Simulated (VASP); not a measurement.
# Lattice of BAs across functionals and dispersion corrections, part 2 of 3

Which functional gives the lattice of BAs as experiment finds it, and is a dearer one worth its cost? LASPH is on for some levels and off for others; the table marks which. The start is a cell from a database of measured crystal structures.

VASP 6.6.1, plane waves and PAW; the level of theory is named at each step.

So far. Step 2 (Relaxation with LDA): It ends with forces that vanish by symmetry and a pressure of 0.00 GPa. The volume lies -1.8 % from that of the database's start, which holds the thermal and zero-point expansion of its experiment. The conventional cell has a = 4.748 Å. Step 3 (Relaxation with PBE): It ends at 13.97 Å³/atom, +2.5 % from the start, with 0.01 GPa left. The conventional cell has a = 4.817 Å.

## Step 4: Relaxation with r2SCAN

This step: r2SCAN; plane waves and PAW (B, As) (VASP 6.6.1).

r2SCAN adds the kinetic-energy density, costs more than a GGA and is run with LASPH.

The input, INCAR:

```
SYSTEM = BAs
PREC = Accurate
ENCUT = 520
EDIFF = 1E-06
NELM = 100
ISMEAR = -1
SIGMA = 0.05
LREAL = .FALSE.
ALGO = Normal
METAGGA = R2SCAN
LASPH = .TRUE.
NBANDS = 10
LORBIT = 11
LWAVE = .FALSE.
LCHARG = .FALSE.
KPAR = 2
IBRION = 2
NSW = 60
ISIF = 3
EDIFFG = -0.01
```

The input, POSCAR:

```
BAs
1.0
    0.0000000000      2.3885000000      2.3885000000
    2.3885000000      0.0000000000      2.3885000000
    2.3885000000      2.3885000000      0.0000000000
B As
1 1
Direct
    0.0000000000      0.0000000000      0.0000000000
    0.2500000000      0.2500000000      0.2500000000
```

The input, KPOINTS:

```
Automatic mesh
0
Gamma
8 8 8
0 0 0
```

The projector-augmented-wave data sets are B and As (PBE family, release 64).

Launch:

```
$ mpirun -np 2 vasp_std
```

Numbers of over 12 decimals in the logs are rounded to 6 here.

Output:

```text
[banner, memory and clock lines left out]
running    2 mpi-ranks, on    1 nodes
[...]
[... a notice as in an earlier step ...]

 LDA part: xc-table for (None), standard interpolation
 POSCAR, INCAR and KPOINTS ok, starting setup
[...]
entering main loop
       N       E                     dE             d eps       ncg     rms          rms(c)
DAV:   1     0.635013449823E+00    0.63501E+00   -0.39125E+03   580   0.722E+02
DAV:   2    -0.232210906747E+02   -0.23856E+02   -0.22709E+02   798   0.111E+02
DAV:   3    -0.238483379072E+02   -0.62725E+00   -0.62606E+00   694   0.176E+01
DAV:   4    -0.238499892860E+02   -0.16514E-02   -0.16513E-02   692   0.103E+00
[...]
DAV:  10    -0.222535507163E+02   -0.58830E-04   -0.35470E-05   648   0.587E-02    0.160E-02
DAV:  11    -0.222535518963E+02   -0.11800E-05   -0.59466E-06   684   0.230E-02    0.631E-03
DAV:  12    -0.222535525457E+02   -0.64937E-06   -0.14621E-07   404   0.301E-03
   1 F= -.22253553E+02 E0= -.22253553E+02  d E =-.222536E+02
[...]
DAV:   2    -0.222538955154E+02    0.19452E-03   -0.97638E-04   626   0.208E-01    0.911E-02
DAV:   3    -0.222537315838E+02    0.16393E-03   -0.42757E-04   612   0.113E-01    0.409E-02
DAV:   4    -0.222537226807E+02    0.89031E-05   -0.16133E-05   680   0.256E-02    0.252E-02
DAV:   5    -0.222537195525E+02    0.31282E-05   -0.27138E-06   628   0.123E-02    0.121E-02
DAV:   6    -0.222537189030E+02    0.64948E-06   -0.15205E-07   344   0.279E-03
   2 F= -.22253719E+02 E0= -.22253719E+02  d E =-.166357E-03
 trial-energy change:   -0.000166  1 .order   -0.000187   -0.001569    0.001194
 step:   0.5565(harm=  0.5679)  dis= 0.00000  next Energy=   -22.253985 (dE=-0.433E-03)
[...]
N       E                     dE             d eps       ncg     rms          rms(c)
DAV:   1    -0.222540483058E+02   -0.32875E-03   -0.55004E-03   640   0.482E-01    0.807E-02
DAV:   2    -0.222540114833E+02    0.36823E-04   -0.18894E-04   618   0.919E-02    0.407E-02
DAV:   3    -0.222539836673E+02    0.27816E-04   -0.84126E-05   608   0.501E-02    0.185E-02
DAV:   4    -0.222539843182E+02   -0.65091E-06   -0.31363E-06   656   0.113E-02
   3 F= -.22253984E+02 E0= -.22253984E+02  d E =-.431772E-03
[...]
reached required accuracy - stopping structural energy minimisation
```

Elapsed: 89 s, on 2 MPI ranks of AMD EPYC 7R43, shared host; peak memory 0.28 GiB; 2.9 min of CPU time.

Parts of OUTCAR (step 4):

```text
  Total       -0.0006071     -0.0006071     -0.0006071     -0.0000000      0.0000000      0.0000000
  in kB       -0.0354805     -0.0354805     -0.0354805     -0.0000000      0.0000000      0.0000000
  external PRESSURE =      -0.0354805 kB  Pullay stress =       0.0000000 kB

 POSITION                                       TOTAL-FORCE (eV/Angst)
 -----------------------------------------------------------------------------------
      0.00000      0.00000      0.00000        -0.000000     -0.000000     -0.000000
      1.19661      1.19661      1.19661         0.000000      0.000000      0.000000
 -----------------------------------------------------------------------------------
    total drift:                               -0.000000     -0.000000     -0.000000

  FREE ENERGIE OF THE ION-ELECTRON SYSTEM (eV)
  ---------------------------------------------------
  free  energy   TOTEN  =       -22.2539843182 eV

  energy  without entropy=      -22.2539842947  energy(sigma->0) =      -22.25398431

[... 2 parts as in an earlier step ...]

[... 2 further parts left out ...]
[key lines of the parts left out:]
E-fermi :   6.6349
```

The PAW data sets were made with PBE, which is usual practice but a small mismatch for other functionals.

Step by step:

| step | energy less that of the first step (eV) | largest force (eV/Å) | pressure (GPa) | volume (Å³) |
| --- | --- | --- | --- | --- |
| 1 | 0.0000 | 0.0000 | 0.87 | 27.25 |
| 2 | -0.0002 | 0.0000 | -0.65 | 27.54 |
| 3 | -0.0004 | 0.0000 | 0.00 | 27.41 |

| conventional cell, symmetrised | before | after | change |
| --- | --- | --- | --- |
| a (Å) | 4.777 | 4.786 | +0.2 % |
| b (Å) | 4.777 | 4.786 | +0.2 % |
| c (Å) | 4.777 | 4.786 | +0.2 % |
| volume (Å³/atom) | 13.63 | 13.71 | +0.6 % |

Final coordinates:

```xyz
2
Lattice="0.0000 2.3932 2.3932 2.3932 0.0000 2.3932 2.3932 2.3932 0.0000" Properties=species:S:1:pos:R:3 pbc="T T T"
B     0.0000    0.0000    0.0000
As    1.1966    1.1966    1.1966
```

It ends at 13.71 Å³/atom, +0.6 % from the start, with 0.00 GPa left. The conventional cell has a = 4.786 Å.

## Step 5: Relaxation with PBE + D3(BJ)

This step: PBE with D3(BJ); plane waves and PAW (B, As) (VASP 6.6.1).

A dispersion term adds the long-range attraction that semilocal functionals lack. D3 with Becke-Johnson damping keeps a finite attraction at short range.

Edit INCAR of step 4 so:

```diff
@@ -9,4 +9,4 @@
 ALGO = Normal
-METAGGA = R2SCAN
-LASPH = .TRUE.
+GGA = PE
+IVDW = 12
 NBANDS = 10
```

POSCAR is that of step 4.

KPOINTS is that of step 4.

Launch:

```
$ mpirun -np 2 vasp_std
```

Output:

```text
[... set-up lines as in an earlier step ...]
 entering main loop
       N       E                     dE             d eps       ncg     rms          rms(c)
[... 12 cycles as in an earlier step ...]
   1 F= -.12061036E+02 E0= -.12061036E+02  d E =-.120610E+02
[...]
N       E                     dE             d eps       ncg     rms          rms(c)
DAV:   1    -0.113981691904E+02    0.30630E-02   -0.69906E-03   638   0.532E-01    0.833E-02
DAV:   2    -0.113979981758E+02    0.17101E-03   -0.29381E-04   630   0.919E-02    0.423E-02
DAV:   3    -0.113979455028E+02    0.52673E-04   -0.11121E-04   624   0.497E-02    0.131E-02
DAV:   4    -0.113979425815E+02    0.29213E-05   -0.60623E-06   678   0.143E-02    0.800E-03
DAV:   5    -0.113979426272E+02   -0.45716E-07   -0.49652E-07   338   0.422E-03
   2 F= -.12061089E+02 E0= -.12061089E+02  d E =-.529031E-04
 trial-energy change:   -0.000053  1 .order   -0.000046   -0.000353    0.000260
 step:   0.5910(harm=  0.5757)  dis= 0.00000  next Energy=   -12.061142 (dE=-0.106E-03)
[...]
N       E                     dE             d eps       ncg     rms          rms(c)
DAV:   1    -0.113994061133E+02   -0.14635E-02   -0.11661E-03   636   0.217E-01    0.340E-02
DAV:   2    -0.113993760271E+02    0.30086E-04   -0.49385E-05   624   0.376E-02    0.172E-02
DAV:   3    -0.113993653400E+02    0.10687E-04   -0.18541E-05   624   0.203E-02    0.535E-03
DAV:   4    -0.113993642995E+02    0.10405E-05   -0.10018E-06   378   0.588E-03    0.312E-03
DAV:   5    -0.113993641326E+02    0.16690E-06   -0.97227E-08   318   0.217E-03
   3 F= -.12061141E+02 E0= -.12061141E+02  d E =-.104898E-03
[...]
reached required accuracy - stopping structural energy minimisation
```

Wall time 17 s (2 MPI ranks); peak memory 0.28 GiB; 33 s of CPU time.

Parts of OUTCAR (step 5):

```text
 Edisp (eV)   -0.66315

 Edisp (eV)   -0.66178

  Total       0.00154     0.00154     0.00154    -0.00000     0.00000     0.00000
  in kB       0.09090     0.09090     0.09090    -0.00000     0.00000     0.00000
  external pressure =        0.09 kB  Pullay stress =        0.00 kB

 POSITION                                       TOTAL-FORCE (eV/Angst)
 -----------------------------------------------------------------------------------
      0.00000      0.00000      0.00000         0.000000      0.000000      0.000000
      1.19306      1.19306      1.19306        -0.000000     -0.000000     -0.000000
 -----------------------------------------------------------------------------------
    total drift:                               -0.000000     -0.000000     -0.000000

  FREE ENERGIE OF THE ION-ELECTRON SYSTEM (eV)
  ---------------------------------------------------
  free  energy   TOTEN  =       -12.0611409530 eV

  energy  without entropy=      -12.0611407955  energy(sigma->0) =      -12.06114087

[... 2 parts as in an earlier step ...]

[... 2 further parts left out ...]
[key lines of the parts left out:]
E-fermi :   6.7359
```

Little changed from the start: no atom moved by 0.005 Å and no cell edge by 0.1 %.

It ends at 13.59 Å³/atom, -0.3 % from the start, with 0.01 GPa left. The conventional cell has a = 4.772 Å. Against plain PBE, the dispersion term moves a by -0.9 %.

## Step 6: Relaxation with r2SCAN + rVV10

This step: r2SCAN with rVV10; plane waves and PAW (B, As) (VASP 6.6.1).

LUSE_VDW switches on a nonlocal correlation term for dispersion.

Edit INCAR of step 5 so:

```diff
@@ -9,4 +9,8 @@
 ALGO = Normal
-GGA = PE
-IVDW = 12
+METAGGA = R2SCAN
+LUSE_VDW = .TRUE.
+IVDW_NL = 2
+BPARAM = 11.95
+CPARAM = 0.0093
+LASPH = .TRUE.
 NBANDS = 10
```

POSCAR is that of step 5.

KPOINTS is that of step 5.

Launch:

```
$ mpirun -np 2 vasp_std
```

Output:

```text
[banner, memory and clock lines left out]
running    2 mpi-ranks, on    1 nodes
[...]
|                                                                             |
|               ----> ADVICE to this user running VASP <----                  |
|                                                                             |
|     You have switched on vdW-DFT.                                           |
|     This routine was written and supplied by Jiri Klimes. We recommend      |
|     that you carefully read and cite the following publications:            |
|       J. Klimes, D.R. Bowler, A. Michelides                                 |
|          J. Phys.: Cond Matt. 22 022201 (2010)                              |
|       J. Klimes, D.R. Bowler, A. Michelides                                 |
|          Phys. Rev. B. 83, 195131 (2011)                                    |
|     and references therein.                                                 |
|                                                                             |

[...]
N       E                     dE             d eps       ncg     rms          rms(c)
Total rVV10 correction in eV:      0.1164302    10.0781823
Total rVV10 correction in eV:      0.1164302    10.0781823
DAV:   1    -0.221370875464E+02   -0.30227E-04   -0.54774E-04   644   0.152E-01    0.258E-02
Total rVV10 correction in eV:      0.1163619    10.0781823
Total rVV10 correction in eV:      0.1163619    10.0781823
DAV:   2    -0.221370840482E+02    0.34982E-05   -0.19046E-05   628   0.291E-02    0.130E-02
Total rVV10 correction in eV:      0.1162914    10.0781823
Total rVV10 correction in eV:      0.1162914    10.0781823
DAV:   3    -0.221370819474E+02    0.21007E-05   -0.85112E-06   606   0.159E-02    0.580E-03
Total rVV10 correction in eV:      0.1162800    10.0781823
Total rVV10 correction in eV:      0.1162800    10.0781823
DAV:   4    -0.221370823707E+02   -0.42329E-06   -0.30085E-07   326   0.355E-03
Total rVV10 correction in eV:      0.1162680    10.0781823
Total rVV10 correction in eV:      0.1162680    10.0781823
Total rVV10 correction in eV:      0.1162710    10.0781823
Total rVV10 correction in eV:      0.1162710    10.0781823
   3 F= -.22137082E+02 E0= -.22137082E+02  d E =-.318072E-04
[...]
reached required accuracy - stopping structural energy minimisation
```

Run time: 2.2 min. Hardware: 2 MPI ranks; peak memory 0.47 GiB.

Parts of OUTCAR (step 6):

```text
  Total        0.0013996      0.0013996      0.0013996      0.0000000      0.0000000      0.0000000
  in kB        0.0821528      0.0821528      0.0821528      0.0000000      0.0000000      0.0000000
  external PRESSURE =       0.0821528 kB  Pullay stress =       0.0000000 kB

 POSITION                                       TOTAL-FORCE (eV/Angst)
 -----------------------------------------------------------------------------------
      0.00000      0.00000      0.00000         0.000000      0.000000      0.000000
      1.19488      1.19488      1.19488        -0.000000     -0.000000     -0.000000
 -----------------------------------------------------------------------------------
    total drift:                               -0.000000     -0.000000     -0.000000

  FREE ENERGIE OF THE ION-ELECTRON SYSTEM (eV)
  ---------------------------------------------------
  free  energy   TOTEN  =       -22.1370823707 eV

  energy  without entropy=      -22.1370823368  energy(sigma->0) =      -22.13708235

[... 2 parts as in an earlier step ...]

[... 2 further parts left out ...]
[key lines of the parts left out:]
E-fermi :   6.6648
```

It ends at 13.65 Å³/atom, +0.2 % from the start, with 0.01 GPa left. The conventional cell has a = 4.780 Å. Against plain r2SCAN, the dispersion term moves a by -0.1 %.

## Step 7: Relaxation with optB86b-vdW

This step: optB86b-vdW; plane waves and PAW (B, As) (VASP 6.6.1).

optB86b-vdW pairs nonlocal correlation with a less repulsive exchange of B86b form.

Edit INCAR of step 6 so:

```diff
@@ -9,7 +9,7 @@
 ALGO = Normal
-METAGGA = R2SCAN
+GGA = MK
+AGGAC = 0
 LUSE_VDW = .TRUE.
-IVDW_NL = 2
-BPARAM = 11.95
-CPARAM = 0.0093
+PARAM1 = 0.1234
+PARAM2 = 1
 LASPH = .TRUE.
```

POSCAR is that of step 6.

KPOINTS is that of step 6.

Launch:

```
$ mpirun -np 2 vasp_std
```

Output:

```text
[banner, memory and clock lines left out]
running    2 mpi-ranks, on    1 nodes
[...]
[... a notice as in an earlier step ...]

 [... a notice as in an earlier step ...]

 LDA part: xc-table for (Slater+PW92), standard interpolation
 POSCAR, INCAR and KPOINTS ok, starting setup
[...]
entering main loop
       N       E                     dE             d eps       ncg     rms          rms(c)
DAV:   1     0.137779758592E+02    0.13778E+02   -0.37858E+03   580   0.701E+02
DAV:   2    -0.933241081987E+01   -0.23110E+02   -0.21987E+02   774   0.108E+02
DAV:   3    -0.996107602036E+01   -0.62867E+00   -0.62743E+00   702   0.173E+01
DAV:   4    -0.996276313420E+01   -0.16871E-02   -0.16870E-02   682   0.101E+00
[...]
DAV:  10    -0.935424241052E+01   -0.11945E-03   -0.17396E-04   640   0.906E-02    0.130E-02
DAV:  11    -0.935424702679E+01   -0.46163E-05   -0.40792E-06   704   0.166E-02    0.115E-02
DAV:  12    -0.935424699363E+01    0.33155E-07   -0.19463E-06   646   0.843E-03
[...]
DAV:   4    -0.935665836943E+01    0.19034E-03   -0.30937E-04   662   0.102E-01    0.515E-02
DAV:   5    -0.935664846118E+01    0.99082E-05   -0.22358E-05   688   0.282E-02    0.251E-02
DAV:   6    -0.935664874425E+01   -0.28307E-06   -0.16664E-06   594   0.756E-03
   2 F= -.93566487E+01 E0= -.93566487E+01  d E =-.240175E-02
 trial-energy change:   -0.002402  1 .order   -0.002594   -0.016367    0.011180
 step:   0.5840(harm=  0.5942)  dis= 0.00000  next Energy=    -9.358988 (dE=-0.474E-02)
[...]
N       E                     dE             d eps       ncg     rms          rms(c)
DAV:   1    -0.936085298483E+01   -0.42045E-02   -0.56214E-02   630   0.150E+00    0.230E-01
DAV:   2    -0.935944612600E+01    0.14069E-02   -0.24118E-03   612   0.263E-01    0.116E-01
DAV:   3    -0.935900118331E+01    0.44494E-03   -0.91681E-04   616   0.144E-01    0.374E-02
DAV:   4    -0.935897248070E+01    0.28703E-04   -0.50068E-05   658   0.414E-02    0.229E-02
DAV:   5    -0.935897097012E+01    0.15106E-05   -0.41438E-06   650   0.122E-02    0.110E-02
DAV:   6    -0.935897075098E+01    0.21914E-06   -0.28044E-07   330   0.316E-03
   3 F= -.93589708E+01 E0= -.93589707E+01  d E =-.472376E-02
[...]
reached required accuracy - stopping structural energy minimisation
```

Run time: 88 s. Hardware: 2 MPI ranks; peak memory 0.58 GiB; 2.9 min of CPU time.

OUTCAR, selected parts (step 7):

```text
  Total        0.0007853      0.0007853      0.0007853      0.0000000      0.0000000      0.0000000
  in kB        0.0452519      0.0452519      0.0452519      0.0000000      0.0000000      0.0000000
  external PRESSURE =       0.0452519 kB  Pullay stress =       0.0000000 kB

 POSITION                                       TOTAL-FORCE (eV/Angst)
 -----------------------------------------------------------------------------------
      0.00000      0.00000      0.00000         0.000000      0.000000      0.000000
      1.20225      1.20225      1.20225        -0.000000     -0.000000     -0.000000
 -----------------------------------------------------------------------------------
    total drift:                               -0.000000     -0.000000     -0.000000

  FREE ENERGIE OF THE ION-ELECTRON SYSTEM (eV)
  ---------------------------------------------------
  free  energy   TOTEN  =        -9.3589707510 eV

  energy  without entropy=       -9.3589706316  energy(sigma->0) =       -9.35897069

[... 2 parts as in an earlier step ...]

[... 2 further parts left out ...]
[key lines of the parts left out:]
E-fermi :   6.4509
```

It ends at 13.90 Å³/atom, +2.0 % from the start, with 0.00 GPa left. The conventional cell has a = 4.809 Å.

## Step 8: Relaxation with SCAN

This step: SCAN; plane waves and PAW (B, As) (VASP 6.6.1).

SCAN adds the kinetic-energy density; it is numerically more delicate than r2SCAN.

Edit INCAR of step 7 so:

```diff
@@ -9,7 +9,3 @@
 ALGO = Normal
-GGA = MK
-AGGAC = 0
-LUSE_VDW = .TRUE.
-PARAM1 = 0.1234
-PARAM2 = 1
+METAGGA = SCAN
 LASPH = .TRUE.
```

POSCAR is that of step 7.

KPOINTS is that of step 7.

Launch:

```
$ mpirun -np 2 vasp_std
```

Output:

```text
[... set-up lines as in an earlier step ...]
 entering main loop
       N       E                     dE             d eps       ncg     rms          rms(c)
DAV:   1    -0.492194692944E+01   -0.49219E+01   -0.39017E+03   580   0.720E+02
DAV:   2    -0.288307810031E+02   -0.23909E+02   -0.22763E+02   798   0.111E+02
DAV:   3    -0.294660427090E+02   -0.63526E+00   -0.63408E+00   694   0.177E+01
DAV:   4    -0.294677563623E+02   -0.17137E-02   -0.17135E-02   692   0.104E+00
[...]
DAV:  11    -0.278638527078E+02    0.11330E-04   -0.10660E-05   664   0.332E-02    0.555E-03
DAV:  12    -0.278638504409E+02    0.22668E-05   -0.24714E-06   644   0.136E-02    0.190E-03
DAV:  13    -0.278638501019E+02    0.33907E-06   -0.48856E-07   366   0.488E-03
   1 F= -.27863850E+02 E0= -.27863850E+02  d E =-.278639E+02
[...]
N       E                     dE             d eps       ncg     rms          rms(c)
DAV:   1    -0.278638895532E+02   -0.39112E-04   -0.11373E-03   646   0.239E-01    0.318E-02
DAV:   2    -0.278638559592E+02    0.33594E-04   -0.13012E-04   600   0.123E-01    0.177E-02
DAV:   3    -0.278638463896E+02    0.95697E-05   -0.16448E-05   638   0.290E-02    0.534E-03
DAV:   4    -0.278638462695E+02    0.12003E-06   -0.98638E-07   476   0.821E-03
   2 F= -.27863846E+02 E0= -.27863846E+02  d E =0.383230E-05
 trial-energy change:    0.000004  1 .order   -0.000008   -0.000059    0.000044
 step:   0.4122(harm=  0.5742)  dis= 0.00000  next Energy=   -27.863861 (dE=-0.114E-04)
[...]
N       E                     dE             d eps       ncg     rms          rms(c)
DAV:   1    -0.278638667945E+02   -0.20405E-04   -0.40054E-04   646   0.142E-01    0.202E-02
DAV:   2    -0.278638627502E+02    0.40442E-05   -0.44363E-05   600   0.717E-02    0.113E-02
DAV:   3    -0.278638625441E+02    0.20610E-06   -0.58205E-06   640   0.171E-02
   3 F= -.27863863E+02 E0= -.27863863E+02  d E =-.124423E-04
[...]
reached required accuracy - stopping structural energy minimisation
```

Run time: 84 s. Hardware: 2 MPI ranks; peak memory 0.28 GiB; 2.7 min of CPU time.

From OUTCAR (step 8):

```text
  Total        0.0052445      0.0052445      0.0052445      0.0000000      0.0000000      0.0000000
  in kB        0.3080626      0.3080626      0.3080626      0.0000000      0.0000000      0.0000000
  external PRESSURE =       0.3080626 kB  Pullay stress =       0.0000000 kB

 POSITION                                       TOTAL-FORCE (eV/Angst)
 -----------------------------------------------------------------------------------
      0.00000      0.00000      0.00000        -0.000000     -0.000000     -0.000000
      1.19459      1.19459      1.19459         0.000000      0.000000      0.000000
 -----------------------------------------------------------------------------------
    total drift:                                0.000000      0.000000      0.000001

  FREE ENERGIE OF THE ION-ELECTRON SYSTEM (eV)
  ---------------------------------------------------
  free  energy   TOTEN  =       -27.8638625441 eV

  energy  without entropy=      -27.8638625284  energy(sigma->0) =      -27.86386254

[... 2 parts as in an earlier step ...]

[... 2 further parts left out ...]
[key lines of the parts left out:]
E-fermi :   6.6365
```

It ends at 13.64 Å³/atom, +0.1 % from the start, with 0.03 GPa left. The conventional cell has a = 4.778 Å.

(Continued in part 3 of 3.)

[Lines on the potential files, build, host, timing and source positions are cut from VASP's logs without a mark.]

[Logs are printed without paths, hosts, clocks, repeated set-up lines and the standing remarks that a program may print on its own settings, such as how far it seeks lower states.]

[Hosts, paths, dates, database ids (printed as entryN), source tags and the programs' standing remarks are cut or masked in the printed files.]

[A measured line is paired with the nearest computed mode of its activity, which favours agreement.]
